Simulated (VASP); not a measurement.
An input for Ansatz (written as the equivalent of a VASP run, and not itself run):

Ansatz 0.2 input:
```yaml
crystal:
  lattice:
    - [0.0000000, 2.6821050, 2.6821050]
    - [2.6821050, 0.0000000, 2.6821050]
    - [2.6821050, 2.6821050, 0.0000000]
  atoms:
    - { symbol: Zn, position: [1.0000000, 1.0000000, 1.0000000] }
    - { symbol: S, position: [0.2500000, 0.2500000, 0.2500000] }
kpoints:
  mp_grid: { grid: [9, 9, 9] }
hamiltonian:
  xc: pbesol
  pseudopotentials: { kind: paw }
scf:
  occupations: { method: gaussian, width: 0.05 }
  max_iter: 100
relax:
  max_steps: 40
  f_tol: 0.02
  cell: {}
output: { forces: true, stress: true, eigenvalues: true }
```

Translate this input to VASP (INCAR, KPOINTS, POSCAR, choice of POTCAR).

This is not unique; one that fits is 
KPOINTS:
```
Automatic mesh
0
Gamma
9 9 9
0 0 0
```

### POSCAR
```
ZnS
1.0
  0.0000000000   2.6821050073   2.6821050073
  2.6821050073   0.0000000000   2.6821050073
  2.6821050073   2.6821050073   0.0000000000
Zn S
1 1
direct
  1.0000000000   1.0000000000   1.0000000000
  0.2500000000   0.2500000000   0.2500000000
```

### INCAR
```
SYSTEM = ZnS
PREC = Accurate; ENCUT = 500; LREAL = .FALSE.
LASPH = .TRUE.
EDIFF = 1E-6; NELM = 100; ALGO = Normal
LMAXMIX = 4
ISMEAR = 0; SIGMA = 0.05
GGA = PS
IBRION = 2; NSW = 40; ISIF = 3
EDIFFG = -0.02
LWAVE = .FALSE.; LCHARG = .FALSE.
```

POTCAR, in this order: Zn S (PBE.64 set). Program: vasp_std.

What does not carry over: each code has its own PAW files, so the cut-off isn't converted (ENCUT is set for VASP's; basis.ecutwfc is left out, and Ansatz then takes the one that its files recommend); Ansatz stops its SCF on the density residual and VASP on the energy change (EDIFF).

The compound is ZnS in the zinc blende structure. It was relaxed first.
